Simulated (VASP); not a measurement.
A convergence study with VASP on Ge (diamond): a few settings are varied, all else stays as given below, so the limit is that of these other settings. The cell's lengths are 1 % over those of the tabulated start and one atom is moved, so it is off equilibrium.

```
Ge
1.0
    0.00000     2.85729     2.85729
    2.85729     0.00000     2.85729
    2.85729     2.85729     0.00000
Ge
2
Direct
  0.00000   0.00000   0.00000
  0.23940   0.26060   0.26060
```

The numbers are results of LDA (Ceperley-Alder, Perdew-Zunger), VASP's LDA PAW potentials (set 64) (plane waves; VASP 6.6.1), not measurements. The last row used: LREAL = Auto, 600 eV cut-off, 7×7×7 Γ-centred mesh, Gaussian smearing of 0.050 eV, potentials Ge_d.

```csv
setting,E (eV/atom),pressure (GPa),largest force (eV/Å),plane waves
"ENCUT = 300, LREAL = .FALSE., PREC = Normal",-5.1633,-4.27,0.600,560
"ENCUT = 400, LREAL = .FALSE., PREC = Normal",-5.1653,-3.25,0.605,869
"ENCUT = 500, LREAL = .FALSE., PREC = Normal",-5.1653,-2.95,0.604,1243
"ENCUT = 600, LREAL = .FALSE., PREC = Normal",-5.1655,-2.87,0.604,1580
"ENCUT = 300, LREAL = .FALSE., PREC = Accurate",-5.1631,-4.30,0.603,560
"ENCUT = 400, LREAL = .FALSE., PREC = Accurate",-5.1653,-3.23,0.604,869
"ENCUT = 500, LREAL = .FALSE., PREC = Accurate",-5.1653,-2.96,0.604,1243
"ENCUT = 600, LREAL = .FALSE., PREC = Accurate",-5.1655,-2.88,0.603,1580
"ENCUT = 300, LREAL = Auto, PREC = Normal",-5.1641,-4.24,0.601,560
"ENCUT = 400, LREAL = Auto, PREC = Normal",-5.1657,-3.25,0.605,869
"ENCUT = 500, LREAL = Auto, PREC = Normal",-5.1657,-2.96,0.604,1243
"ENCUT = 600, LREAL = Auto, PREC = Normal",-5.1660,-2.87,0.604,1580
"ENCUT = 300, LREAL = Auto, PREC = Accurate",-5.1634,-4.29,0.603,560
"ENCUT = 400, LREAL = Auto, PREC = Accurate",-5.1657,-3.23,0.604,869
"ENCUT = 500, LREAL = Auto, PREC = Accurate",-5.1657,-2.96,0.604,1243
"ENCUT = 600, LREAL = Auto, PREC = Accurate",-5.1660,-2.89,0.603,1580
```

Left out are rungs that failed or repeat a setting and relaxations that didn't move; long series are thinned to 24 rows.

The compound is Ge in the diamond structure. The cell was not relaxed at this level, it is distorted from the ideal structure.
